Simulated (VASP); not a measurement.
Input:

```
Ca3MgO4
1.0
    0.00000     2.32183     2.32183
    2.32183     0.00000     2.32183
    9.29138     9.29138    -0.00407
Mg O Ca
1 4 3
Cartesian
  2.32183   2.32183   4.64365
  2.22195   2.22195   2.42170
  4.61102   4.61102   2.35446
  7.00219   7.00219   2.28512
  9.39125   9.39125   2.21788
  2.25360   2.25360   0.06822
  6.96752   6.96752   4.64162
  9.35960   9.35960   4.57136
```

Calculation: PBEsol GGA, VASP's PBE PAW potentials (set 64) (plane waves; VASP 6.6.1). Settings: 520 eV cut-off, Gaussian smearing of 0.050 eV, potentials Mg O Ca_sv.

What does the run give for the band gap (along the path) with the smallest direct gap where there is one?

- band gap (along the path) = 3.76 eV
- smallest direct gap (along the path) = 4.30 eV

Total energies compare only between runs with the same potentials, cut-off and functional.

The structure was generated: Ca3MgO4 was put into an ordered model structure (R-3m), which need not be its known phase. It was relaxed first.
